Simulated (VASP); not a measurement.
Crystal: Sn2Ge.

```
CELL_PARAMETERS angstrom
4.52311 0.00000 0.00000
-2.26156 3.91713 0.00000
0.00000 0.00000 10.90500
ATOMIC_POSITIONS crystal
Sn 0.33333 0.66667 0.81275
Sn 0.66667 0.33333 0.18725
Sn 0.33333 0.66667 0.54856
Sn 0.66667 0.33333 0.45144
Ge 0.00000 0.00000 0.88556
Ge 0.00000 0.00000 0.11444
```

The cell was built by a generator and needn't be a form met in nature.

| Property | Result |
| --- | --- |
| Program | VASP 6.6.1 |
| Task | relaxation of cell and atoms |
| Functional | PBE |
| Potentials or basis | VASP PAW PBE potentials, release 64 (Sn_d, Ge_d) |
| Cutoff | 520 eV |
| k mesh | 8 × 8 × 4 |
| Occupations | gaussian, width 0.1 eV |
| Spin | no spin polarisation |

At the start: pressure 0.1 GPa; volume 32.20 Å³/atom.

Task: How do energy, volume and symmetry change on relaxing?

Result: Over 10 steps the energy falls by 2.4 meV/atom and the volume is 32.25 Å³/atom (+0.2 %); space group P-3m1 (No. 164, to 0.05 Å).

Step by step:
```tsv
step	energy change (eV)	largest force (eV/Å)	pressure (GPa)	volume (Å³)
1	0.0000	0.2164	0.06	193.21
2	-0.0078	0.1664	0.00	193.55
3	-0.0127	0.0632	-0.13	194.23
4	-0.0130	0.0807	-0.14	194.12
5	-0.0137	0.0603	0.08	193.21
6	-0.0140	0.0243	-0.01	193.53
7	-0.0140	0.0268	0.03	193.52
8	-0.0141	0.0154	-0.02	193.62
9	-0.0141	0.0168	-0.03	193.64
10	-0.0141	0.0087	0.00	193.51
```

Final structure:
```
CELL_PARAMETERS angstrom
4.49879 0.00000 0.00000
-2.24940 3.89607 0.00000
0.00000 0.00000 11.04052
ATOMIC_POSITIONS crystal
Sn 0.33333 0.66667 0.80942
Sn 0.66667 0.33333 0.19058
Sn 0.33333 0.66667 0.54908
Sn 0.66667 0.33333 0.45092
Ge 0.00000 0.00000 0.88645
Ge 0.00000 0.00000 0.11355
```
